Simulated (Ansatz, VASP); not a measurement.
Two plane-wave programs on BaMo2

```
Ba Mo
1.0
     0.00000    3.48644    3.48644
     3.48644    0.00000    3.48644
     3.48644    3.48644    0.00000
Ba Mo
1 2
Direct
  0.25000 0.25000 0.25000
  0.50000 0.50000 0.50000
  0.75000 0.75000 0.75000
```

Alike in both runs: task relaxation of cell and atoms; functional PBE; k mesh 4 × 4 × 4; occupations gaussian, width 0.1 eV; no spin polarisation.

```csv
,VASP,Ansatz
version,VASP 6.6.1,Ansatz 0.2.0
potentials or method,"VASP PAW PBE potentials, release 64 (Ba_sv, Mo_sv)","scalar-relativistic, plane waves, PAW"
plane-wave cutoff (eV),600,420
valence electrons in the cell,38,38
```

```csv
,VASP,Ansatz,Ansatz less VASP
"gap on the k mesh at the Fermi level, each at its own relaxed structure (eV)",none,none,-
relaxed volume (Å³/atom),24.73,23.87,-0.864
relaxed cell length with the largest relative difference (Å),4.716,4.661,-0.0556
energy change over the relaxation (meV/atom),-95,-135,-40.2
```

A gap of «none» marks a metal or a gap that the smearing closes. One of these differences is far larger than is usual between the two programs; its cause wasn't traced.

Caveats: the k mesh is coarse (spacing up to 0.39 Å⁻¹), so the values aren't converged. Spin-orbit coupling is left out, which matters for the levels of Ba.
